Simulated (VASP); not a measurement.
```
Tb
1.0
    1.83600    -3.18004     0.00000
    1.83600     3.18004     0.00000
    0.00000     0.00000     5.80380
Tb
2
Cartesian
  1.83600   1.06002   1.45095
  1.83600  -1.06002   4.35285
```

The base run (VASP): PBE GGA, plane waves, VASP's PBE PAW potentials (set 64). Numerical set-up: 400 eV cut-off, 10×10×6 Γ-centred mesh, first-order Methfessel-Paxton smearing of 0.10 eV, potentials Tb_3.

The 4f electrons are frozen in the core of the lanthanide potential, so 4f levels, which can set the real gap, and their magnetism are missing.

One setting is varied; ΔE counts from the base run. The base run took about 10 core-seconds. Costs are core time on shared hosts, one run each; read them as rough ratios.

Pressures at a finite cut-off, here 400 eV, hold a Pulay part, which wasn't tested here.

| setting | cost over the base run | electronic steps | ΔE (meV/atom) | pressure (GPa) |
|---|---|---|---|---|
| PREC = Low | within a factor of 2 | 12 | -0.1 | -1.63 |
| PREC = Normal | within a factor of 2 | 12 | 0.0 | -1.64 |
| PREC = Single | within a factor of 2 | 12 | -0.1 | -1.64 |
| LASPH = .FALSE. | within a factor of 2 | 12 | 0.0 | -1.64 |
| base run | reference | 12 | 0.0 | -1.64 |
| ADDGRID = .TRUE. | within a factor of 2 | 12 | 0.0 | -1.64 |
| LREAL = Auto | within a factor of 2 | 12 | -0.3 | -1.64 |

Left out are runs that failed, have no time on record or changed the cell.

The compound is Tb in the hcp structure. The cell was not relaxed at this level.
